## Question

The optical vibrations of a stiff metal silicide lie at a few hundred cm⁻¹. That is about ten terahertz, or a few hundredths of an electronvolt per quantum. The table gives the vibrations of molybdenum disilicide, MoSi₂, from density-functional theory, for the wave vector zero, at which every unit cell moves in the same way. Each row is one vibration.

Harmonic phonon frequencies of MoSi₂ (I4/mmm, 3-atom primitive cell as supplied), computed with VASP 6.6.1 using PBEsol with D3(BJ) dispersion, PBE PAW potentials (Mo_sv, Si), a 520 eV cutoff, a 10×10×10 k mesh and 0.1 eV Methfessel–Paxton smearing. Forces were taken at finite displacements of 0.015 Å. Phonon q row 1 is the wave vector (0, 0, 0).

| row | phonon q row (row) | phonon frequency (cm⁻¹) |
| --- | --- | --- |
| 1 | 1 | 0.0 |
| 2 | 1 | 0.0 |
| 3 | 1 | 0.0 |
| 4 | 1 | 267.1 |
| 5 | 1 | 267.1 |
| 6 | 1 | 313.5 |
| 7 | 1 | 330.7 |
| 8 | 1 | 330.7 |
| 9 | 1 | 410.1 |

The crystal is tetragonal, and its primitive cell holds one Mo atom and two Si atoms. The two Si atoms sit above and below the Mo atom on the long axis $c$, each at about a third of its length. Every Si atom has five Mo neighbours and five Si neighbours, all about 2.6 Å away. In each set of five, one contact runs along $c$ and four are slanted at 60° to it. The atomic masses are roughly 28 for Si and 96 for Mo.

(a) Why are there three zeros, and why do the other six frequencies form two pairs and two single values?

(b) Take the two pairs as known. How well do the directions of the bonds account for the two single frequencies?

(c) Why does one single frequency fall between the pairs, while the other stands well above everything else?

(d) Can one tell from the frequencies in which vibrations the Mo atom moves?

## Model answer

**(a)** Three atoms with three directions each give nine vibrations. In three of them the whole crystal shifts rigidly along one of the three axes. No bond changes its length, so no force pulls the atoms back and the frequency is zero. These zeros are a property of any crystal and no sign of a soft or unstable lattice.

The other six follow from the fourfold axis. The two directions perpendicular to $c$ are equivalent, so each pattern of motion in that plane occurs twice with the same frequency. The same pattern directed along $c$ occurs once. With three atoms on a line there are two patterns besides the rigid shift, and hence two pairs and two single values.

The two patterns differ in what the Mo atom does. It sits at a centre of inversion, which sorts the vibrations into two classes. In the even class the two Si atoms move in opposite directions and the Mo atom stays at rest. In the odd class both Si atoms move together and the Mo atom moves against them.

**(b)** Suppose that each bond is a spring that resists only stretching, and that the five springs of one set are equally stiff. A bond at an angle $\theta$ to the direction of motion then contributes its stiffness times $\cos^2\theta$. What matters is the sum of these factors over the five bonds.

For motion along $c$, the bond parallel to $c$ counts fully and each slanted bond counts $\cos^2 60^\circ = 1/4$. For motion in the plane, the parallel bond drops out. Each slanted bond has $3/4$ left, shared equally between the two directions of the plane:

$$S_c = 1 + 4\cdot\tfrac14 = 2, \qquad S_{\text{plane}} = 4\cdot\tfrac38 = \tfrac32 .$$

The squared frequency is proportional to the stiffness, so a single frequency should exceed its pair by the factor $\sqrt{2/(3/2)} = \sqrt{4/3}$, about 1.15. With the actual shape of the cell, and the Si atoms placed at exactly a third of the long axis, it is 1.156. The factor is the same for the Si–Mo and the Si–Si contacts, because both sets of five point in the same kinds of direction. It therefore holds for both classes of vibration, whichever pair belongs to which class.

The lower pair at 267.1 cm⁻¹ then leads to a single frequency of about 309 cm⁻¹, and the calculation gives 313.5. The upper pair at 330.7 cm⁻¹ leads to about 382 cm⁻¹, where the calculation gives 410.1. The first estimate is 1.5 % too low and the second nearly 7 %. Neither single frequency was used in making the estimate.

**(c)** Two factors compete. The step from the lower pair to the upper pair is a factor of 1.24, and it comes from the change of pattern. The step from a pair to its single partner is a factor of about 1.16, and it comes from the change of direction. The second is the smaller, so the lower single frequency rises above its own pair but doesn't reach the upper one.

The upper single frequency has nothing above it, so its whole step stays visible as a gap. Bond directions alone would make this gap about 50 cm⁻¹ wide. The calculated gap is 79 cm⁻¹, so the highest vibration is stiffer than equal springs allow. Once the two pairs are given, the geometry thus explains the order of the levels, but not the full height of the last one.

**(d)** Let $K$ be the total stiffness that ties one Si atom to all Mo atoms, for a given direction, and $L$ the total stiffness that ties it to the Si atoms of the other kind. Let $m$ and $M$ be the masses of Si and Mo. In an even vibration the Mo atoms rest, while the two kinds of Si atom move apart by twice the displacement of either:

$$m\,\omega_{\text{even}}^2 = K + 2L .$$

In an odd vibration the Si atoms keep their mutual distances, so $L$ drops out. The centre of mass must stay put, which makes the Mo atom recoil by $2m/M$ times the Si displacement. The Si–Mo springs are stretched by that much more:

$$m\,\omega_{\text{odd}}^2 = K\left(1 + \frac{2m}{M}\right) = K + 2K\,\frac{m}{M} .$$

The comparison is now simple. Si–Si springs raise the even vibration, and the recoil of the metal atom raises the odd one. The even vibration lies higher if $L/K$ exceeds $m/M$, which is about 0.29 here. The frequencies alone do not tell which side of this limit the crystal is on, because each choice can be matched by some value of $L$.

If the upper levels are even, $L/K$ comes out as 0.71 in the plane and 0.85 along $c$. The Si–Si contacts are then nearly as stiff as the Si–Mo contacts. If the upper levels are odd, $L/K$ is zero within a few hundredths for both directions, and the Si atoms hardly feel one another.

The first choice is the more credible. The Si–Si contacts are longer than the bonds in pure silicon, but still short enough that one expects them to resist stretching. This is an expectation and no proof, since equal length doesn't make the Si–Si and Si–Mo contacts equally stiff. Experiment points the same way. Raman scattering sees only the even vibrations of this structure, and the measured lines lie, as a rough recollection, near 320 and 440 cm⁻¹. Only the upper single level comes near the higher line, so that level should be even. Each class holds one pair and one single level, so the other line must belong to a pair, and the upper pair fits it far better than the lower one.

The answer to (d) is therefore that Mo most likely moves in the lower pair and the lower single vibration, and rests in the upper ones. This conclusion needs chemistry and experiment in addition to the table.

## Remarks on the reasoning

**A good match can support the wrong picture.** A candidate might leave out the Si–Si springs altogether and take the lower levels as even. One stiffness, set by the lower pair, then gives all the rest. The upper pair comes out at 336 cm⁻¹ and the upper single level at 389 cm⁻¹, which is within about 5 % of the calculation. This model has fewer springs than the one preferred above and agrees at least as well, yet it leaves close Si neighbours without any force between them. Full marks go to the candidate who notices that the recoil of Mo and the Si–Si springs can produce nearly the same spacing.

**What would decide the matter within theory.** The displacement patterns of the same calculation would show directly whether Mo moves. A change of mass would do as well. If the Mo mass is raised by a tenth and all forces are kept, the odd frequencies fall by 1.7 % and the even ones stay exactly where they are. A heavy atom thus doesn't lower every frequency of its crystal, since its mass has no influence on vibrations in which it rests.

**Which steps are exact and which are a picture.** The two formulas in (d) hold for any harmonic forces in this structure, because $K$ and $L$ collect the forces from neighbours at all distances. The factor of 1.15 in (b) is less secure, as it assumes equal springs that resist only stretching. It also decides which single level goes with which pair. The opposite pairing would require factors of 1.54 and 0.95, far from what the bond directions suggest.

**Where the extra stiffness sits.** With the preferred assignment, the failure in (b) can be traced further. The lower levels contain only $K$, and they follow the bond directions well. The upper levels also contain $L$, so it is mainly the Si–Si stiffness that is too large along $c$. A natural guess is that the Si–Si contact parallel to $c$ is a stiffer spring than the four slanted ones. Forces that resist a change of the angle between two opposite slanted contacts could have the same effect, because a small motion along $c$ changes this angle and one in the plane doesn't. A mere sideways stiffness of each contact would work the other way and bring the single level closer to its pair.

**How far the numbers reach.** The cell was used as supplied, without first relaxing it, and a relaxed cell could shift the optical frequencies somewhat. The effect of the added dispersion term, which ignores the screening in a metal, was not tested either. The comparison with Raman lines can therefore choose between two assignments that lie far apart, but it is no test of the functional. An engineer who wants to know whether the lattice is stable, or how much heat it stores, needs vibrations at other wave vectors too. The absence of imaginary optical frequencies at this single one is necessary for stability but not sufficient.
